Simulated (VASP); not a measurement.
Given:

```xyz
1
Lattice="2.6692 0.0000 0.0000 0.0000 2.6692 0.0000 0.0000 0.0000 2.6692" Properties=species:S:1:pos:R:3 pbc="T T T"
Au     0.0000     0.0000     0.0000
```

These are PBEsol GGA, VASP's PBE PAW potentials (set 64) (plane waves; VASP) values and carry that method's errors. Settings: 400 eV cut-off, 12×12×12 Γ-centred mesh, first-order Methfessel-Paxton smearing of 0.10 eV, potentials Au.

Energy and stress use the plane-wave basis of the starting cell.

### Question
The ions, cell shape and volume are relaxed. Predict the relaxed structure.

### Answer

```xyz
1
Lattice="2.6941 0.0000 0.0000 0.0000 2.6941 0.0000 0.0000 0.0000 2.6941" Properties=species:S:1:pos:R:3 pbc="T T T"
Au     0.0000     0.0000     0.0000
```
Space group Pm-3m (221), at a tolerance of 0.03 Å.

### Question
How do energy and volume change from the first to the last step?

### Answer
The energy (σ→0) changes by -6.7 meV/atom and the volume by +2.8 %, in 3 ionic steps.

The structure was generated: Au was put into the simple-cubic type (Pm-3m), which need not be its known phase. This run relaxes it. Symmetry was kept, so distortions that lower it aren't found.
